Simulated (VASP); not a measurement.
YTlS3:

```
Y Tl S
1.0
     5.31517    0.00000    0.00000
     0.00000    5.31517    0.00000
     0.00000    0.00000    5.31517
Y Tl S
1 1 3
Direct
  0.00000 0.00000 0.00000
  0.50000 0.50000 0.50000
  0.50000 0.00000 0.00000
  0.00000 0.50000 0.00000
  0.00000 0.00000 0.50000
```

The cell was built by a generator and needn't be a form met in nature.

- Program: VASP 6.6.1
- Task: relaxation of cell and atoms
- Functional: LDA
- Potentials or basis: VASP PAW LDA potentials, release 64 (Y_sv, Tl_d, S)
- Cutoff: 600 eV
- k mesh: 5 × 5 × 5
- Occupations: gaussian, width 0.05 eV
- Spin: no spin polarisation

At the start: pressure -3.8 GPa; volume 30.03 Å³/atom.

**Question.** How do energy, volume and symmetry change on relaxing?

**Answer.** Over 3 steps the energy falls by 33.3 meV/atom and the volume is 27.41 Å³/atom (-8.7 %); space group Pm-3m (No. 221, to 0.05 Å).

Step by step:
| step | energy change (eV) | largest force (eV/Å) | pressure (GPa) | volume (Å³) |
| --- | --- | --- | --- | --- |
| 1 | 0.0000 | 0.0000 | -3.78 | 150.16 |
| 2 | -0.1625 | 0.0000 | 0.68 | 135.29 |
| 3 | -0.1664 | 0.0000 | 0.02 | 137.07 |

Final structure:
```xyz
5
Lattice="5.1560 0.0000 0.0000 0.0000 5.1560 0.0000 0.0000 0.0000 5.1560" Properties=species:S:1:pos:R:3 pbc="T T T"
Y     0.0000    0.0000    0.0000
Tl    2.5780    2.5780    2.5780
S     2.5780    0.0000    0.0000
S     0.0000    2.5780    0.0000
S     0.0000    0.0000    2.5780
```
